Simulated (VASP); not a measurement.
Method: PBE GGA, VASP's PBE PAW potentials (set 64) (plane waves; VASP 6.6.1).

VASP ran on this input.

KPOINTS:
```
Automatic mesh
0
Monkhorst-Pack
6 6 3
0 0 0
```

POSCAR:
```
AgS
1
    4.1984590000     0.0000000000     0.0000000000
   -2.0992290000     3.6359720000     0.0000000000
    0.0000000000     0.0000000000     5.8516240000
Ag S
2 2
Direct
  0.0000000000   0.0000000000   0.0000000000
  0.0000000000   0.0000000000   0.5000000000
  0.3333330000   0.6666670000   0.2500000000
  0.6666670000   0.3333330000   0.7500000000
```

### INCAR
```
ALGO=Normal
EDIFF=1E-6
ENCUT=400
GGA=PE
ISIF=2
ISMEAR=0
LASPH=T
LCHARG=F
LMAXMIX=4
LREAL=F
LWAVE=F
NELM=100
PREC=Accurate
SIGMA=0.05
SYSTEM=AgS
```

POTCAR, in this order: Ag S (PBE.64 set). Program: vasp_std.

Gaps are read on the run's mesh, which can miss a band edge.

Question: Predict the energy per atom (σ→0), pressure, band gap (on the k-mesh).

Answer: 
```
Property                                                     Value
------------------------  ----------------------------------------
energy per atom (σ→0)                               -3.160 eV/atom
band gap (on the k-mesh)  none (metal, semimetal or under 0.01 eV)
pressure                                                 -8.65 GPa
```

OSZICAR:
```
...
DAV:   8    -0.126498040328E+02    0.98402E-02   -0.14949E-01  1141   0.359E+00    0.102E+00
DAV:   9    -0.126441911679E+02    0.56129E-02   -0.31159E-02  1176   0.198E+00    0.374E-01
DAV:  10    -0.126441188441E+02    0.72324E-04   -0.32781E-03  1173   0.317E-01    0.154E-01
DAV:  11    -0.126441448957E+02   -0.26052E-04   -0.36275E-04  1297   0.133E-01    0.189E-02
DAV:  12    -0.126441497932E+02   -0.48975E-05   -0.33925E-05  1158   0.405E-02    0.971E-03
DAV:  13    -0.126441516932E+02   -0.19000E-05   -0.12017E-06   822   0.755E-03    0.856E-03
DAV:  14    -0.126441512349E+02    0.45836E-06   -0.73151E-07   739   0.656E-03
   1 F= -.12644151E+02 E0= -.12639619E+02  d E =-.906524E-02
```

The structure was generated: AgS was put into the NiAs type (P6_3/mmc), which need not be its known phase. The cell was not relaxed at this level. The k-mesh is coarse (spacing up to 0.36 per Å, 2π included), so the numbers may not be converged in it. The run is one of a series of settings (KPOINTS 6×6×3 Monkhorst-Pack mesh against the base run), some of them coarse on purpose.
